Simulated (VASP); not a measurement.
Method: PW91 GGA, VASP's PBE PAW potentials (set 64) (plane waves; VASP).

VASP input:

File KPOINTS:
```
kpoints
0
G
 7 7 7
0 0 0
```

File POSCAR:
```
CdTe
3.2770240
  0.0000000000   0.9999999101   0.9999999101
  0.9999999101   0.0000000000   0.9999999101
  0.9999999101   0.9999999101   0.0000000000
Cd Te
1 1
direct
  0.0000000000   0.0000000000   0.0000000000
  0.2500000000   0.2500000000   0.2500000000
```

INCAR:
```
SYSTEM = CdTe
PREC = Accurate; ENCUT = 520; LREAL = F
LASPH = T
EDIFF = 1E-7; NELM = 100; ALGO = Normal
LMAXMIX = 4
ISMEAR = 0; SIGMA = 0.05
GGA = 91
ISIF = 2
LWAVE = F; LCHARG = F
```

POTCAR, in this order: Cd Te (PBE.64 set). Program: vasp_std.

The resulting files:

**OUTCAR**
```
 ion  position               nearest neighbor table
   1  0.000  0.000  0.000-   2 2.84   2 2.84   2 2.84   2 2.84
   2  0.250  0.250  0.250-   1 2.84   1 2.84   1 2.84   1 2.84
  LATTYP: Found a face centered cubic cell.
 ALAT       =     6.5540474108
 Subroutine PRICEL returns:
 Original cell was already a primitive cell.
 Subroutine GETGRP returns: Found 24 space group operations
The static configuration has the point symmetry T_d .
The dynamic configuration has the point symmetry T_d .
 Subroutine INISYM returns: Found 24 space group operations
 Subroutine IBZKPT returns following result:
 Found     20 irreducible k-points:

 Following reciprocal coordinates:
            Coordinates               Weight
  0.000000  0.000000  0.000000      1.000000
  0.142857  0.000000  0.000000      8.000000
  0.285714  0.000000  0.000000      8.000000
  0.428571  0.000000  0.000000      8.000000
  0.142857  0.142857  0.000000      6.000000
  0.285714  0.142857  0.000000     24.000000
  0.428571  0.142857  0.000000     24.000000
 -0.428571  0.142857  0.000000     24.000000
 -0.285714  0.142857  0.000000     24.000000
...
```

**OSZICAR**
```
       N       E                     dE             d eps       ncg     rms          rms(c)
DAV:   1     0.101053006382E+03    0.10105E+03   -0.83163E+03   520   0.118E+03
DAV:   2    -0.861660767578E+00   -0.10191E+03   -0.97976E+02   570   0.275E+02
DAV:   3    -0.505535388773E+01   -0.41937E+01   -0.41811E+01   625   0.585E+01
DAV:   4    -0.509735489894E+01   -0.42001E-01   -0.41996E-01   725   0.519E+00
DAV:   5    -0.509746499299E+01   -0.11009E-03   -0.11009E-03   640   0.260E-01    0.530E+00
DAV:   6    -0.486600545095E+01    0.23146E+00   -0.51553E-01   570   0.955E+00    0.437E+00
DAV:   7    -0.485121451872E+01    0.14791E-01   -0.11449E-01   585   0.252E+00    0.180E+00
DAV:   8    -0.485160657309E+01   -0.39205E-03   -0.10265E-02   550   0.141E+00    0.476E-01
DAV:   9    -0.485186894180E+01   -0.26237E-03   -0.92997E-04   605   0.356E-01    0.124E-01
DAV:  10    -0.485193911217E+01   -0.70170E-04   -0.12905E-04   573   0.109E-01    0.646E-02
DAV:  11    -0.485198481885E+01   -0.45707E-04   -0.90692E-05   538   0.665E-02    0.344E-02
DAV:  12    -0.485198287268E+01    0.19462E-05   -0.52886E-06   631   0.197E-02    0.178E-02
DAV:  13    -0.485198284563E+01    0.27053E-07   -0.74498E-07   560   0.481E-03
   1 F= -.48519828E+01 E0= -.48519828E+01  d E =-.157051E-10
```

**OUTCAR**
```
------------------------ aborting loop because EDIFF is reached ----------------------------------------
  FORCE on cell =-STRESS in cart. coord.  units (eV):
  Direction    XX          YY          ZZ          XY          YZ          ZX
  --------------------------------------------------------------------------------------
  Total        0.5134033      0.5134033      0.5134033     -0.0000000      0.0000000     -0.0000000
  in kB       11.6869323     11.6869323     11.6869323     -0.0000000      0.0000000     -0.0000000
  external PRESSURE =      11.6869323 kB  Pullay stress =       0.0000000 kB
  volume of cell :       70.38
      direct lattice vectors                 reciprocal lattice vectors
     0.000000000  3.277023705  3.277023705    -0.152577474  0.152577474  0.152577474
     3.277023705  0.000000000  3.277023705     0.152577474 -0.152577474  0.152577474
     3.277023705  3.277023705  0.000000000     0.152577474  0.152577474 -0.152577474
  FREE ENERGIE OF THE ION-ELECTRON SYSTEM (eV)
  ---------------------------------------------------
  free  energy   TOTEN  =        -4.8519828456 eV

  energy  without entropy=       -4.8519828456  energy(sigma->0) =       -4.85198285
```
(Selected blocks of OUTCAR.)

OUTCAR:
```
 val. band max:        2.0046730629   @ k =   0.0000   0.0000   0.0000

 cond. band min:       2.6665962888   @ k =   0.0000   0.0000   0.0000


 Fermi energy:         2.2082030375

 k-point     1 :       0.0000    0.0000    0.0000
  band No.  band energies     occupation
      1      -8.9706      2.00000
      2      -6.1905      2.00000
      3      -6.1905      2.00000
      4      -6.1905      2.00000
      5      -5.9537      2.00000
      6      -5.9537      2.00000
      7       2.0047      2.00000
      8       2.0047      2.00000
      9       2.0047      2.00000
     10       2.6666      0.00000
     11       6.6153      0.00000
     12       6.6153      0.00000
     13       6.6153      0.00000

 k-point     2 :       0.1429    0.0000    0.0000
  band No.  band energies     occupation
      1      -8.9013      2.00000
      2      -6.1777      2.00000
      3      -6.1777      2.00000
      4      -6.1321      2.00000
      5      -5.9545      2.00000
      6      -5.9545      2.00000
      7       0.5882      2.00000
      8       1.8416      2.00000
      9       1.8416      2.00000
     10       3.6622      0.00000
     11       6.6224      0.00000
     12       6.8685      0.00000
     13       6.8685      0.00000

 k-point     3 :       0.2857    0.0000    0.0000
  band No.  band energies     occupation
      1      -8.7458      2.00000
      2      -6.1518      2.00000
      3      -6.1518      2.00000
      4      -5.9529      2.00000
      5      -5.9529      2.00000
      6      -5.9391      2.00000
      7      -1.0080      2.00000
      8       1.5254      2.00000
      9       1.5254      2.00000
     10       3.9191      0.00000
     11       7.1940      0.00000
     12       7.1940      0.00000
     13       7.6592      0.00000

 k-point     4 :       0.4286    0.0000    0.0000
  band No.  band energies     occupation
      1      -8.6236      2.00000
      2      -6.1351      2.00000
      3      -6.1351      2.00000
...
```

Unless said otherwise, spin-orbit coupling is left out, though it shifts the bands of the heavy elements here.

The compound is CdTe in the zinc blende structure. This cell is one point of a volume scan, at 0.97 of the reference volume.
